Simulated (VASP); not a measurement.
Here is the system:

```
CELL_PARAMETERS angstrom
      0.00000     2.23929     2.23929
      2.23929     0.00000     2.23929
      2.23929     2.23929     0.00000
ATOMIC_POSITIONS crystal
  Ta 0.00000 0.00000 0.00000
  C  0.50000 0.50000 0.50000
```

Method: PBE GGA, VASP's PBE PAW potentials (set 64) (plane waves; VASP). Run with 620 eV cut-off, 14×14×14 Γ-centred mesh, first-order Methfessel-Paxton smearing of 0.10 eV, potentials Ta_pv C.

Unless said otherwise, spin-orbit coupling is left out, though it shifts the bands of the heavy elements here.

### Question
Predict the energy per atom (σ→0), band gap (on the k-mesh) with the smallest direct gap where there is one.

### Answer

| Property | Result |
|---|---|
| band gap (on the k-mesh) | none (metal, semimetal or under 0.01 eV) |
| energy per atom (σ→0) | -11.099 eV/atom |

The absolute energy has meaning only against runs of the same code, potentials and settings.

The compound is TaC in the rock salt structure. It was relaxed first. The electron count is odd and the run is not spin-polarised, which forces a metal.
